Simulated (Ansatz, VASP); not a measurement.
# Sn: VASP beside Ansatz, part 2 of 3

Aim: how closely do two programs agree when they are given the same cell, functional and k mesh? The cell is taken from a series of runs on this material, whose earlier steps may have relaxed, scaled, displaced or heated it; both programs get it as it stands.

VASP 6.6.1 and Ansatz 0.2.0.

So far: The starting structure; Ansatz: zone-centre phonons, PBEsol.

### Step 3. VASP: zone-centre phonons, PBEsol

Level of this step: PBEsol; plane waves and PAW (Sn_d) (VASP).

The same cell, functional, mesh and smearing now go to VASP, with its own data sets.

Lines of VASP's logs that name or quote its potential files are left out, and so is its time.

The input, INCAR:

```
SYSTEM = Sn
PREC = Accurate
ENCUT = 500
EDIFF = 1E-08
NELM = 120
ISMEAR = 0
SIGMA = 0.015
LREAL = .FALSE.
ALGO = Normal
GGA = PS
NBANDS = 20
LORBIT = 11
LWAVE = .FALSE.
LCHARG = .FALSE.
ISIF = 2
ISYM = 2
IBRION = 8
LASPH = .TRUE.
GGA_COMPAT = .FALSE.
KPAR = 2
```

The input, POSCAR:

```
Sn
1.0
    0.0000000000      3.2696672010      3.2696672010
    3.2696672010      0.0000000000      3.2696672010
    3.2696672010      3.2696672010      0.0000000000
Sn
2
Direct
    0.4999382460      0.4999382460      0.4999382460
    0.7500617540      0.7500617540      0.7500617540
```

The input, KPOINTS:

```
Points of the shifted mesh
1728
Reciprocal
 0.0416666667  0.0416666667  0.0416666667 1
 0.0416666667  0.0416666667  0.1250000000 1
 0.0416666667  0.0416666667  0.2083333333 1
 0.0416666667  0.0416666667  0.2916666667 1
 0.0416666667  0.0416666667  0.3750000000 1
 0.0416666667  0.0416666667  0.4583333333 1
 0.0416666667  0.0416666667  0.5416666667 1
 0.0416666667  0.0416666667  0.6250000000 1
 0.0416666667  0.0416666667  0.7083333333 1
 0.0416666667  0.0416666667  0.7916666667 1
 0.0416666667  0.0416666667  0.8750000000 1
 0.0416666667  0.0416666667  0.9583333333 1
 0.0416666667  0.1250000000  0.0416666667 1
 0.0416666667  0.1250000000  0.1250000000 1
 0.0416666667  0.1250000000  0.2083333333 1
 0.0416666667  0.1250000000  0.2916666667 1
 0.0416666667  0.1250000000  0.3750000000 1
 0.0416666667  0.1250000000  0.4583333333 1
 0.0416666667  0.1250000000  0.5416666667 1
 0.0416666667  0.1250000000  0.6250000000 1
 0.0416666667  0.1250000000  0.7083333333 1
 0.0416666667  0.1250000000  0.7916666667 1
 0.0416666667  0.1250000000  0.8750000000 1
 0.0416666667  0.1250000000  0.9583333333 1
 0.0416666667  0.2083333333  0.0416666667 1
 0.0416666667  0.2083333333  0.1250000000 1
 0.0416666667  0.2083333333  0.2083333333 1
 0.0416666667  0.2083333333  0.2916666667 1
 0.0416666667  0.2083333333  0.3750000000 1
 0.0416666667  0.2083333333  0.4583333333 1
 0.0416666667  0.2083333333  0.5416666667 1
 0.0416666667  0.2083333333  0.6250000000 1
 0.0416666667  0.2083333333  0.7083333333 1
 0.0416666667  0.2083333333  0.7916666667 1
 0.0416666667  0.2083333333  0.8750000000 1
 0.0416666667  0.2083333333  0.9583333333 1
 0.0416666667  0.2916666667  0.0416666667 1
 0.0416666667  0.2916666667  0.1250000000 1
 0.0416666667  0.2916666667  0.2083333333 1
 0.0416666667  0.2916666667  0.2916666667 1
 0.0416666667  0.2916666667  0.3750000000 1
 0.0416666667  0.2916666667  0.4583333333 1
 0.0416666667  0.2916666667  0.5416666667 1
 0.0416666667  0.2916666667  0.6250000000 1
 0.0416666667  0.2916666667  0.7083333333 1
 0.0416666667  0.2916666667  0.7916666667 1
 0.0416666667  0.2916666667  0.8750000000 1
 0.0416666667  0.2916666667  0.9583333333 1
 0.0416666667  0.3750000000  0.0416666667 1
 0.0416666667  0.3750000000  0.1250000000 1
 0.0416666667  0.3750000000  0.2083333333 1
 0.0416666667  0.3750000000  0.2916666667 1
 0.0416666667  0.3750000000  0.3750000000 1
 0.0416666667  0.3750000000  0.4583333333 1
 0.0416666667  0.3750000000  0.5416666667 1
 0.0416666667  0.3750000000  0.6250000000 1
 0.0416666667  0.3750000000  0.7083333333 1
 0.0416666667  0.3750000000  0.7916666667 1
 0.0416666667  0.3750000000  0.8750000000 1
 0.0416666667  0.3750000000  0.9583333333 1
 0.0416666667  0.4583333333  0.0416666667 1
 0.0416666667  0.4583333333  0.1250000000 1
 0.0416666667  0.4583333333  0.2083333333 1
 0.0416666667  0.4583333333  0.2916666667 1
 0.0416666667  0.4583333333  0.3750000000 1
 0.0416666667  0.4583333333  0.4583333333 1
 0.0416666667  0.4583333333  0.5416666667 1
 0.0416666667  0.4583333333  0.6250000000 1
 0.0416666667  0.4583333333  0.7083333333 1
 0.0416666667  0.4583333333  0.7916666667 1
 0.0416666667  0.4583333333  0.8750000000 1
 0.0416666667  0.4583333333  0.9583333333 1
 0.0416666667  0.5416666667  0.0416666667 1
 0.0416666667  0.5416666667  0.1250000000 1
 0.0416666667  0.5416666667  0.2083333333 1
 0.0416666667  0.5416666667  0.2916666667 1
 0.0416666667  0.5416666667  0.3750000000 1
 0.0416666667  0.5416666667  0.4583333333 1
 0.0416666667  0.5416666667  0.5416666667 1
 0.0416666667  0.5416666667  0.6250000000 1
 0.0416666667  0.5416666667  0.7083333333 1
 0.0416666667  0.5416666667  0.7916666667 1
 0.0416666667  0.5416666667  0.8750000000 1
 0.0416666667  0.5416666667  0.9583333333 1
 0.0416666667  0.6250000000  0.0416666667 1
 0.0416666667  0.6250000000  0.1250000000 1
 0.0416666667  0.6250000000  0.2083333333 1
 0.0416666667  0.6250000000  0.2916666667 1
 0.0416666667  0.6250000000  0.3750000000 1
 0.0416666667  0.6250000000  0.4583333333 1
 0.0416666667  0.6250000000  0.5416666667 1
 0.0416666667  0.6250000000  0.6250000000 1
 0.0416666667  0.6250000000  0.7083333333 1
 0.0416666667  0.6250000000  0.7916666667 1
 0.0416666667  0.6250000000  0.8750000000 1
 0.0416666667  0.6250000000  0.9583333333 1
 0.0416666667  0.7083333333  0.0416666667 1
 0.0416666667  0.7083333333  0.1250000000 1
 0.0416666667  0.7083333333  0.2083333333 1
 0.0416666667  0.7083333333  0.2916666667 1
 0.0416666667  0.7083333333  0.3750000000 1
 0.0416666667  0.7083333333  0.4583333333 1
 0.0416666667  0.7083333333  0.5416666667 1
 0.0416666667  0.7083333333  0.6250000000 1
 0.0416666667  0.7083333333  0.7083333333 1
 0.0416666667  0.7083333333  0.7916666667 1
 0.0416666667  0.7083333333  0.8750000000 1
 0.0416666667  0.7083333333  0.9583333333 1
 0.0416666667  0.7916666667  0.0416666667 1
 0.0416666667  0.7916666667  0.1250000000 1
 0.0416666667  0.7916666667  0.2083333333 1
 0.0416666667  0.7916666667  0.2916666667 1
[... 1390 lines left out ...]
 0.8750000000  0.4583333333  0.1250000000 1
 0.8750000000  0.4583333333  0.2083333333 1
 0.8750000000  0.4583333333  0.2916666667 1
 0.8750000000  0.4583333333  0.3750000000 1
 0.8750000000  0.4583333333  0.4583333333 1
 0.8750000000  0.4583333333  0.5416666667 1
 0.8750000000  0.4583333333  0.6250000000 1
 0.8750000000  0.4583333333  0.7083333333 1
 0.8750000000  0.4583333333  0.7916666667 1
 0.8750000000  0.4583333333  0.8750000000 1
 0.8750000000  0.4583333333  0.9583333333 1
 0.8750000000  0.5416666667  0.0416666667 1
 0.8750000000  0.5416666667  0.1250000000 1
 0.8750000000  0.5416666667  0.2083333333 1
 0.8750000000  0.5416666667  0.2916666667 1
 0.8750000000  0.5416666667  0.3750000000 1
 0.8750000000  0.5416666667  0.4583333333 1
 0.8750000000  0.5416666667  0.5416666667 1
 0.8750000000  0.5416666667  0.6250000000 1
 0.8750000000  0.5416666667  0.7083333333 1
 0.8750000000  0.5416666667  0.7916666667 1
 0.8750000000  0.5416666667  0.8750000000 1
 0.8750000000  0.5416666667  0.9583333333 1
 0.8750000000  0.6250000000  0.0416666667 1
 0.8750000000  0.6250000000  0.1250000000 1
 0.8750000000  0.6250000000  0.2083333333 1
 0.8750000000  0.6250000000  0.2916666667 1
 0.8750000000  0.6250000000  0.3750000000 1
 0.8750000000  0.6250000000  0.4583333333 1
 0.8750000000  0.6250000000  0.5416666667 1
 0.8750000000  0.6250000000  0.6250000000 1
 0.8750000000  0.6250000000  0.7083333333 1
 0.8750000000  0.6250000000  0.7916666667 1
 0.8750000000  0.6250000000  0.8750000000 1
 0.8750000000  0.6250000000  0.9583333333 1
 0.8750000000  0.7083333333  0.0416666667 1
 0.8750000000  0.7083333333  0.1250000000 1
 0.8750000000  0.7083333333  0.2083333333 1
 0.8750000000  0.7083333333  0.2916666667 1
 0.8750000000  0.7083333333  0.3750000000 1
 0.8750000000  0.7083333333  0.4583333333 1
 0.8750000000  0.7083333333  0.5416666667 1
 0.8750000000  0.7083333333  0.6250000000 1
 0.8750000000  0.7083333333  0.7083333333 1
 0.8750000000  0.7083333333  0.7916666667 1
 0.8750000000  0.7083333333  0.8750000000 1
 0.8750000000  0.7083333333  0.9583333333 1
 0.8750000000  0.7916666667  0.0416666667 1
 0.8750000000  0.7916666667  0.1250000000 1
 0.8750000000  0.7916666667  0.2083333333 1
 0.8750000000  0.7916666667  0.2916666667 1
 0.8750000000  0.7916666667  0.3750000000 1
 0.8750000000  0.7916666667  0.4583333333 1
 0.8750000000  0.7916666667  0.5416666667 1
 0.8750000000  0.7916666667  0.6250000000 1
 0.8750000000  0.7916666667  0.7083333333 1
 0.8750000000  0.7916666667  0.7916666667 1
 0.8750000000  0.7916666667  0.8750000000 1
 0.8750000000  0.7916666667  0.9583333333 1
 0.8750000000  0.8750000000  0.0416666667 1
 0.8750000000  0.8750000000  0.1250000000 1
 0.8750000000  0.8750000000  0.2083333333 1
 0.8750000000  0.8750000000  0.2916666667 1
 0.8750000000  0.8750000000  0.3750000000 1
 0.8750000000  0.8750000000  0.4583333333 1
 0.8750000000  0.8750000000  0.5416666667 1
 0.8750000000  0.8750000000  0.6250000000 1
 0.8750000000  0.8750000000  0.7083333333 1
 0.8750000000  0.8750000000  0.7916666667 1
 0.8750000000  0.8750000000  0.8750000000 1
 0.8750000000  0.8750000000  0.9583333333 1
 0.8750000000  0.9583333333  0.0416666667 1
 0.8750000000  0.9583333333  0.1250000000 1
 0.8750000000  0.9583333333  0.2083333333 1
 0.8750000000  0.9583333333  0.2916666667 1
 0.8750000000  0.9583333333  0.3750000000 1
 0.8750000000  0.9583333333  0.4583333333 1
 0.8750000000  0.9583333333  0.5416666667 1
 0.8750000000  0.9583333333  0.6250000000 1
 0.8750000000  0.9583333333  0.7083333333 1
 0.8750000000  0.9583333333  0.7916666667 1
 0.8750000000  0.9583333333  0.8750000000 1
 0.8750000000  0.9583333333  0.9583333333 1
 0.9583333333  0.0416666667  0.0416666667 1
 0.9583333333  0.0416666667  0.1250000000 1
 0.9583333333  0.0416666667  0.2083333333 1
 0.9583333333  0.0416666667  0.2916666667 1
 0.9583333333  0.0416666667  0.3750000000 1
 0.9583333333  0.0416666667  0.4583333333 1
 0.9583333333  0.0416666667  0.5416666667 1
 0.9583333333  0.0416666667  0.6250000000 1
 0.9583333333  0.0416666667  0.7083333333 1
 0.9583333333  0.0416666667  0.7916666667 1
 0.9583333333  0.0416666667  0.8750000000 1
 0.9583333333  0.0416666667  0.9583333333 1
 0.9583333333  0.1250000000  0.0416666667 1
 0.9583333333  0.1250000000  0.1250000000 1
 0.9583333333  0.1250000000  0.2083333333 1
 0.9583333333  0.1250000000  0.2916666667 1
 0.9583333333  0.1250000000  0.3750000000 1
 0.9583333333  0.1250000000  0.4583333333 1
 0.9583333333  0.1250000000  0.5416666667 1
 0.9583333333  0.1250000000  0.6250000000 1
 0.9583333333  0.1250000000  0.7083333333 1
 0.9583333333  0.1250000000  0.7916666667 1
 0.9583333333  0.1250000000  0.8750000000 1
 0.9583333333  0.1250000000  0.9583333333 1
 0.9583333333  0.2083333333  0.0416666667 1
 0.9583333333  0.2083333333  0.1250000000 1
 0.9583333333  0.2083333333  0.2083333333 1
 0.9583333333  0.2083333333  0.2916666667 1
 0.9583333333  0.2083333333  0.3750000000 1
 0.9583333333  0.2083333333  0.4583333333 1
 0.9583333333  0.2083333333  0.5416666667 1
 0.9583333333  0.2083333333  0.6250000000 1
 0.9583333333  0.2083333333  0.7083333333 1
 0.9583333333  0.2083333333  0.7916666667 1
 0.9583333333  0.2083333333  0.8750000000 1
 0.9583333333  0.2083333333  0.9583333333 1
 0.9583333333  0.2916666667  0.0416666667 1
 0.9583333333  0.2916666667  0.1250000000 1
 0.9583333333  0.2916666667  0.2083333333 1
 0.9583333333  0.2916666667  0.2916666667 1
 0.9583333333  0.2916666667  0.3750000000 1
 0.9583333333  0.2916666667  0.4583333333 1
 0.9583333333  0.2916666667  0.5416666667 1
 0.9583333333  0.2916666667  0.6250000000 1
 0.9583333333  0.2916666667  0.7083333333 1
 0.9583333333  0.2916666667  0.7916666667 1
 0.9583333333  0.2916666667  0.8750000000 1
 0.9583333333  0.2916666667  0.9583333333 1
 0.9583333333  0.3750000000  0.0416666667 1
 0.9583333333  0.3750000000  0.1250000000 1
 0.9583333333  0.3750000000  0.2083333333 1
 0.9583333333  0.3750000000  0.2916666667 1
 0.9583333333  0.3750000000  0.3750000000 1
 0.9583333333  0.3750000000  0.4583333333 1
 0.9583333333  0.3750000000  0.5416666667 1
 0.9583333333  0.3750000000  0.6250000000 1
 0.9583333333  0.3750000000  0.7083333333 1
 0.9583333333  0.3750000000  0.7916666667 1
 0.9583333333  0.3750000000  0.8750000000 1
 0.9583333333  0.3750000000  0.9583333333 1
 0.9583333333  0.4583333333  0.0416666667 1
 0.9583333333  0.4583333333  0.1250000000 1
 0.9583333333  0.4583333333  0.2083333333 1
 0.9583333333  0.4583333333  0.2916666667 1
 0.9583333333  0.4583333333  0.3750000000 1
 0.9583333333  0.4583333333  0.4583333333 1
 0.9583333333  0.4583333333  0.5416666667 1
 0.9583333333  0.4583333333  0.6250000000 1
 0.9583333333  0.4583333333  0.7083333333 1
 0.9583333333  0.4583333333  0.7916666667 1
 0.9583333333  0.4583333333  0.8750000000 1
 0.9583333333  0.4583333333  0.9583333333 1
 0.9583333333  0.5416666667  0.0416666667 1
 0.9583333333  0.5416666667  0.1250000000 1
 0.9583333333  0.5416666667  0.2083333333 1
 0.9583333333  0.5416666667  0.2916666667 1
 0.9583333333  0.5416666667  0.3750000000 1
 0.9583333333  0.5416666667  0.4583333333 1
 0.9583333333  0.5416666667  0.5416666667 1
 0.9583333333  0.5416666667  0.6250000000 1
 0.9583333333  0.5416666667  0.7083333333 1
 0.9583333333  0.5416666667  0.7916666667 1
 0.9583333333  0.5416666667  0.8750000000 1
 0.9583333333  0.5416666667  0.9583333333 1
 0.9583333333  0.6250000000  0.0416666667 1
 0.9583333333  0.6250000000  0.1250000000 1
 0.9583333333  0.6250000000  0.2083333333 1
 0.9583333333  0.6250000000  0.2916666667 1
 0.9583333333  0.6250000000  0.3750000000 1
 0.9583333333  0.6250000000  0.4583333333 1
 0.9583333333  0.6250000000  0.5416666667 1
 0.9583333333  0.6250000000  0.6250000000 1
 0.9583333333  0.6250000000  0.7083333333 1
 0.9583333333  0.6250000000  0.7916666667 1
 0.9583333333  0.6250000000  0.8750000000 1
 0.9583333333  0.6250000000  0.9583333333 1
 0.9583333333  0.7083333333  0.0416666667 1
 0.9583333333  0.7083333333  0.1250000000 1
 0.9583333333  0.7083333333  0.2083333333 1
 0.9583333333  0.7083333333  0.2916666667 1
 0.9583333333  0.7083333333  0.3750000000 1
 0.9583333333  0.7083333333  0.4583333333 1
 0.9583333333  0.7083333333  0.5416666667 1
 0.9583333333  0.7083333333  0.6250000000 1
 0.9583333333  0.7083333333  0.7083333333 1
 0.9583333333  0.7083333333  0.7916666667 1
 0.9583333333  0.7083333333  0.8750000000 1
 0.9583333333  0.7083333333  0.9583333333 1
 0.9583333333  0.7916666667  0.0416666667 1
 0.9583333333  0.7916666667  0.1250000000 1
 0.9583333333  0.7916666667  0.2083333333 1
 0.9583333333  0.7916666667  0.2916666667 1
 0.9583333333  0.7916666667  0.3750000000 1
 0.9583333333  0.7916666667  0.4583333333 1
 0.9583333333  0.7916666667  0.5416666667 1
 0.9583333333  0.7916666667  0.6250000000 1
 0.9583333333  0.7916666667  0.7083333333 1
 0.9583333333  0.7916666667  0.7916666667 1
 0.9583333333  0.7916666667  0.8750000000 1
 0.9583333333  0.7916666667  0.9583333333 1
 0.9583333333  0.8750000000  0.0416666667 1
 0.9583333333  0.8750000000  0.1250000000 1
 0.9583333333  0.8750000000  0.2083333333 1
 0.9583333333  0.8750000000  0.2916666667 1
 0.9583333333  0.8750000000  0.3750000000 1
 0.9583333333  0.8750000000  0.4583333333 1
 0.9583333333  0.8750000000  0.5416666667 1
 0.9583333333  0.8750000000  0.6250000000 1
 0.9583333333  0.8750000000  0.7083333333 1
 0.9583333333  0.8750000000  0.7916666667 1
 0.9583333333  0.8750000000  0.8750000000 1
 0.9583333333  0.8750000000  0.9583333333 1
 0.9583333333  0.9583333333  0.0416666667 1
 0.9583333333  0.9583333333  0.1250000000 1
 0.9583333333  0.9583333333  0.2083333333 1
 0.9583333333  0.9583333333  0.2916666667 1
 0.9583333333  0.9583333333  0.3750000000 1
 0.9583333333  0.9583333333  0.4583333333 1
 0.9583333333  0.9583333333  0.5416666667 1
 0.9583333333  0.9583333333  0.6250000000 1
 0.9583333333  0.9583333333  0.7083333333 1
 0.9583333333  0.9583333333  0.7916666667 1
 0.9583333333  0.9583333333  0.8750000000 1
 0.9583333333  0.9583333333  0.9583333333 1
```

PAW data sets: Sn_d (PBE family, release 64).

Launch:

```
$ mpirun -np 2 vasp_std
```

Log:

```text
[banner, memory and clock lines left out]
running    2 mpi-ranks, on    1 nodes
 distrk:  each k-point on    1 cores,    2 groups
 distr:  one band on    1 cores,    1 groups

 POSCAR found type information on POSCAR Sn
 POSCAR found :  1 types and       2 ions
|                                                                             |
|               ----> ADVICE to this user running VASP <----                  |
|                                                                             |
|     You enforced a specific xc type in the INCAR file but a different       |
|     [... a line on the potential file left out ...]
|     I HOPE YOU KNOW WHAT YOU ARE DOING!                                     |
|                                                                             |

 LDA part: xc-table for (Slater+PW92), standard interpolation
 POSCAR, INCAR and KPOINTS ok, starting setup
 FFT: planning ... GRIDC
 FFT: planning ... GRID_SOFT
 FFT: planning ... GRID
 WAVECAR not read
 entering main loop
       N       E                     dE             d eps       ncg     rms          rms(c)
DAV:   1     0.220602287959E+03    0.22060E+03   -0.14746E+04 69560   0.197E+03
DAV:   2     0.146569800443E+02   -0.20595E+03   -0.20224E+03 69332   0.437E+02
DAV:   3    -0.782128630416E+01   -0.22478E+02   -0.22337E+02 79196   0.141E+02
DAV:   4    -0.853970504690E+01   -0.71842E+00   -0.71795E+00 78308   0.286E+01
DAV:   5    -0.856465936501E+01   -0.24954E-01   -0.24954E-01 94788   0.520E+00    0.317E+00
DAV:   6    -0.849712397350E+01    0.67535E-01   -0.43404E-02 93192   0.276E+00    0.179E+00
DAV:   7    -0.846467181565E+01    0.32452E-01   -0.52646E-02 78872   0.261E+00    0.165E-01
DAV:   8    -0.846560430851E+01   -0.93249E-03   -0.70576E-03 75972   0.102E+00    0.531E-02
DAV:   9    -0.846586517534E+01   -0.26087E-03   -0.35905E-04 83468   0.145E-01    0.105E-02
DAV:  10    -0.846587632770E+01   -0.11152E-04   -0.19523E-05 84752   0.391E-02    0.524E-03
DAV:  11    -0.846587806566E+01   -0.17380E-05   -0.27501E-06 75900   0.123E-02    0.569E-04
DAV:  12    -0.846587796415E+01    0.10151E-06   -0.16789E-07 85844   0.464E-03    0.327E-04
DAV:  13    -0.846587794303E+01    0.21122E-07   -0.11981E-08 60812   0.847E-04    0.425E-05
DAV:  14    -0.846587795256E+01   -0.95279E-08   -0.11565E-09 43924   0.378E-04
   1 F= -.84658780E+01 E0= -.84658776E+01  d E =-.786821E-06
 Linear response reoptimize wavefunctions to high precision
DAV:   1    -0.846587795247E+01    0.84128E-10   -0.47033E-10 45272   0.268E-04
 Linear response DOF=           1
 Linear response progress:
  Degree of freedom:   1/  1
       N       E                     dE             d eps       ncg     rms          rms(c)
RMM:   1    -0.214187892453E+00   -0.21419E+00    0.54952E-01 86656   0.999E+00
RMM:   2    -0.220825447455E+00   -0.66376E-02   -0.19769E-02121108   0.116E+00    0.685E-02
RMM:   3    -0.220955422512E+00   -0.12998E-03   -0.16209E-03127785   0.323E-01    0.316E-02
RMM:   4    -0.220831849029E+00    0.12357E-03   -0.11570E-04125966   0.981E-02    0.110E-02
RMM:   5    -0.220813186991E+00    0.18662E-04   -0.15972E-05129896   0.328E-02    0.403E-03
RMM:   6    -0.220814266526E+00   -0.10795E-05   -0.34015E-06128465   0.937E-03    0.170E-03
RMM:   7    -0.220813089313E+00    0.11772E-05   -0.22349E-07127641   0.333E-03    0.388E-04
RMM:   8    -0.220810518339E+00    0.25710E-05   -0.11360E-08131431   0.119E-03    0.240E-04
RMM:   9    -0.220808992866E+00    0.15255E-05    0.19232E-08131153   0.475E-04    0.490E-05
RMM:  10    -0.220809282155E+00   -0.28929E-06   -0.41676E-08138203   0.193E-04    0.254E-05
RMM:  11    -0.220809256795E+00    0.25360E-07   -0.38324E-08131484   0.100E-04    0.524E-06
RMM:  12    -0.220809266248E+00   -0.94536E-08   -0.19170E-08142024   0.554E-05    0.421E-06
 first order change of Fermi-energy   0.11598E+01
 force on displaced ion       1 direction 1 :  -7.673  -0.007  -0.007
 Linear response finished
```

(Continued in part 3 of 3.)

[Lines on the potential files, build, host, timing and source positions are cut from VASP's logs without a mark.]

[Logs are printed without paths, hosts, clocks, repeated set-up lines and the standing remarks that a program may print on its own settings, such as how far it seeks lower states.]

[Hosts, paths, dates, database ids (printed as entryN), source tags and the programs' standing remarks are cut or masked in the printed files.]
